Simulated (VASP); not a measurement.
Level of theory: PBE GGA with D3 dispersion (Becke-Johnson damping), VASP's PBE PAW potentials (set 64) (plane waves; VASP 6.6.1).

VASP ran on this input.

### POSCAR
```
RuAl
1
    2.9733033572     0.0000000000     0.0000000000
    0.0000000000     2.9733033572     0.0000000000
    0.0000000000    -0.0000000000     2.9733033572
Al Ru
1 1
Direct
  0.5000000000   0.5000000000   0.5000000000
  0.0000000000   0.0000000000   0.0000000000
```

KPOINTS:
```
k-points along high-symmetry lines
15
Line-mode
Reciprocal
  0.000000   0.000000   0.000000 ! GAMMA
  0.000000   0.500000   0.000000 ! X

  0.000000   0.500000   0.000000 ! X
  0.500000   0.500000   0.000000 ! M

  0.500000   0.500000   0.000000 ! M
  0.000000   0.000000   0.000000 ! GAMMA

  0.000000   0.000000   0.000000 ! GAMMA
  0.500000   0.500000   0.500000 ! R

  0.500000   0.500000   0.500000 ! R
  0.000000   0.500000   0.000000 ! X

  0.500000   0.500000   0.500000 ! R
  0.500000   0.500000   0.000000 ! M
```

INCAR:
```
SYSTEM = RuAl
PREC = Accurate
ENCUT = 520
EDIFF = 1E-7
NELM = 100
ALGO = Normal
LREAL = .FALSE.
LASPH = .TRUE.
ISMEAR = 0
SIGMA = 0.05
GGA = PE
IVDW = 12
LMAXMIX = 4
LWAVE = .FALSE.
LCHARG = .FALSE.
LORBIT = 11
ICHARG = 11
```

POTCAR, in this order: Al Ru_pv (PBE.64 set). Program: vasp_std. Read from the step before: CHGCAR.

Output of the run:

File OUTCAR:
```
 ion  position               nearest neighbor table
   1  0.500  0.500  0.500-   2 2.57   2 2.57   2 2.57   2 2.57   2 2.57   2 2.57   2 2.57   2 2.57
  LATTYP: Found a simple cubic cell.
 ALAT       =     2.9733033572
 Subroutine PRICEL returns:
 Original cell was already a primitive cell.
 Subroutine GETGRP returns: Found 48 space group operations
The static configuration has the point symmetry O_h .
The dynamic configuration has the point symmetry O_h .
 Subroutine INISYM returns: Found 48 space group operations
   k-points           NKPTS =     90   k-points in BZ     NKDIM =     90   number of bands    NBANDS=     12
   number of dos      NEDOS =    301   number of ions     NIONS =      2
   total plane-waves  NPLWV =  13824
   dimension x,y,z NGX =    24 NGY =   24 NGZ =   24
   dimension x,y,z NGXF=    48 NGYF=   48 NGZF=   48
   ions per type =               1   1
   PREC   = accura    normal or accurate (medium, high low for compatibility)
   ISTART =      0    job   : 0-new  1-cont  2-samecut
   ICHARG =     11    charge: 1-file 2-atom 10-const
   ISPIN  =      1    spin polarized calculation?
   LNONCOLLINEAR =      F non collinear calculations
   LSORBIT =      F    spin-orbit coupling
   INIWAV =      1    electr: 0-lowe 1-rand  2-diag
   ENCUT  =  520.0 eV  38.22 Ry    6.18 a.u.   5.53  5.53  5.53*2*pi/ulx,y,z
   NELM   =    100;   NELMIN=  2; NELMDL= -5     # of ELM steps
...
```

OSZICAR:
```
       N       E                     dE             d eps       ncg     rms          rms(c)
DAV:   1     0.117414588075E+03    0.11741E+03   -0.94746E+03  2176   0.133E+03
DAV:   2    -0.112160985028E+02   -0.12863E+03   -0.12251E+03  2304   0.349E+02
DAV:   3    -0.134817233958E+02   -0.22656E+01   -0.22249E+01  2636   0.477E+01
DAV:   4    -0.135064347305E+02   -0.24711E-01   -0.24597E-01  2600   0.477E+00
DAV:   5    -0.135070904093E+02   -0.65568E-03   -0.65552E-03  2876   0.588E-01
DAV:   6    -0.135071052030E+02   -0.14794E-04   -0.14792E-04  2740   0.660E-02
DAV:   7    -0.135071053439E+02   -0.14093E-06   -0.14197E-06  2688   0.595E-03
DAV:   8    -0.135071053458E+02   -0.18565E-08   -0.97079E-09  1648   0.616E-04
   1 F= -.14556969E+02 E0= -.14556430E+02  d E =-.107733E-02
```

OUTCAR:
```
 val. band max:       11.8420410407   @ k =   0.3929   0.5000   0.3929

 cond. band min:      11.9728484456   @ k =   0.5000   0.5000   0.1786



 k-point     1 :       0.0000    0.0000    0.0000
  band No.  band energies     occupation
      1     -30.7921      2.00000
      2     -30.7921      2.00000
      3     -30.7921      2.00000
      4       1.1959      2.00000
      5       7.3128      2.00000
      6       7.3128      2.00000
      7      11.1638      2.00000
      8      11.1638      2.00000
      9      11.1638      2.00000
     10      17.1478      0.00000
     11      17.1478      0.00000
     12      17.1478      0.00000

 k-point     2 :       0.0000    0.0357    0.0000
  band No.  band energies     occupation
      1     -30.7950      2.00000
      2     -30.7919      2.00000
      3     -30.7919      2.00000
      4       1.2209      2.00000
      5       7.3218      2.00000
      6       7.3223      2.00000
      7      11.1310      2.00000
      8      11.1310      2.00000
      9      11.1670      2.00000
     10      17.0156      0.00000
     11      17.1993      0.00000
     12      17.1993      0.00000

 k-point     3 :       0.0000    0.0714    0.0000
  band No.  band energies     occupation
      1     -30.8034      2.00000
      2     -30.7912      2.00000
      3     -30.7912      2.00000
      4       1.2957      2.00000
      5       7.3482      2.00000
      6       7.3491      2.00000
      7      11.0370      2.00000
      8      11.0370      2.00000
      9      11.1763      2.00000
     10      16.6619      0.00000
     11      17.3494      0.00000
     12      17.3494      0.00000

 k-point     4 :       0.0000    0.1071    0.0000
  band No.  band energies     occupation
      1     -30.8169      2.00000
      2     -30.7900      2.00000
      3     -30.7900      2.00000
      4       1.4193      2.00000
      5       7.3880      2.00000
      6       7.3914      2.00000
      7      10.8930      2.00000
...
```

The density is held fixed in this step, so its total energy and stress have no physical meaning.

The compound is RuAl in the CsCl type structure. It was relaxed first. The electron count is odd and the run is not spin-polarised, which forces a metal.
